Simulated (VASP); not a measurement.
Crystal: Ti2TeS.

```
CELL_PARAMETERS angstrom
3.70000 0.00000 0.00000
-1.85000 3.20429 0.00000
0.00000 0.00000 6.95000
ATOMIC_POSITIONS crystal
Ti 0.33333 0.66667 0.73000
Ti 0.33333 0.66667 0.27000
Te 0.66667 0.33333 0.00000
S 0.00000 0.00000 0.50000
```

The cell was built by a generator and needn't be a form met in nature.

| Property | Result |
| --- | --- |
| Program | VASP 6.6.1 |
| Task | relaxation of cell and atoms |
| Functional | PBE |
| Potentials or basis | VASP PAW PBE potentials, release 64 (Ti_sv, Te, S) |
| Cutoff | 520 eV |
| k mesh | 5 × 5 × 3 |
| Occupations | gaussian, width 0.15 eV |
| Spin | no spin polarisation |

At the start: pressure -9.9 GPa; volume 20.60 Å³/atom.

Question: Where does the relaxation end?

Answer: Over 11 steps the energy falls by 112.3 meV/atom and the volume is 17.92 Å³/atom (-13.0 %); space group P-6m2 (No. 187, to 0.05 Å).

Step by step:
```csv
step,energy change (eV),largest force (eV/Å),pressure (GPa),volume (Å³)
1,0.0000,0.6556,-9.93,82.40
2,-0.2605,0.5096,8.40,68.09
3,-0.3607,0.6086,0.28,72.52
4,-0.3610,0.6337,0.44,72.31
5,-0.4217,0.2199,0.81,71.88
6,-0.4438,0.0593,0.92,71.45
7,-0.4453,0.1410,0.84,71.31
8,-0.4464,0.0125,-0.82,72.41
9,-0.4486,0.0823,-0.31,71.90
10,-0.4487,0.0856,-0.30,71.87
11,-0.4493,0.0051,-0.08,71.67
```

Final structure:
```xyz
4
Lattice="3.4425 0.0000 0.0000 -1.7213 2.9813 0.0000 0.0000 0.0000 6.9830" Properties=species:S:1:pos:R:3 pbc="T T T"
Ti    0.0000    1.9875    5.0147
Ti    0.0000    1.9875    1.9683
Te    1.7213    0.9938    6.9830
S     3.4425    0.0000    3.4915
```

Caveat: the k mesh is coarse (spacing up to 0.39 Å⁻¹), so the values aren't converged; the relaxation stopped at a loose force limit of 0.08 eV/Å, so its end isn't a converged minimum.
